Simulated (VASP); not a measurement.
A run of VASP 6.6.1 is set up as follows.

The input INCAR:

```
SYSTEM = YNbN2
PREC = Accurate
ENCUT = 520
EDIFF = 1E-6
ISMEAR = 0
SIGMA = 0.1
LREAL = .False.
LASPH = .True.
NELM = 100
ALGO = Fast
ISIF = 2
LWAVE = .False.
LCHARG = .True.
GGA = PE
LELF = .True.
LVHAR = .True.
NBANDS = 25
```

File KPOINTS:

```
Automatic mesh
0
Gamma
  18 18 8
  0 0 0
```

Contents of POSCAR:

```
YNbN2
1.0
    3.2077504840      0.0000000000      0.0000000000
   -1.6038752420      2.7779934081      0.0000000000
    0.0000000000      0.0000000000      5.7431631487
Y Nb N
1 1 2
Direct
    0.0000000000      0.0000000000      0.5000000000
    0.0000000000      0.0000000000      0.0000000000
    0.3333333333      0.6666666667      0.7762851501
    0.6666666667      0.3333333333      0.2237148499
```

Potentials or basis: VASP PAW PBE potentials, release 64 (Y_sv, Nb_sv, N).

The run is started by

```bash
$ cat potpaw_PBE.64/Y_sv/POTCAR potpaw_PBE.64/Nb_sv/POTCAR potpaw_PBE.64/N/POTCAR > POTCAR
$ mpirun -np 1 vasp_std > vasp.out
```

(1) Predict the pressure.

(2) Predict the largest force.

(3) What does it give for the band gap on the k mesh?

Answers

(1) -0.3 GPa.

(2) 0.011 eV/Å.

(3) none (metal or under the smearing width).
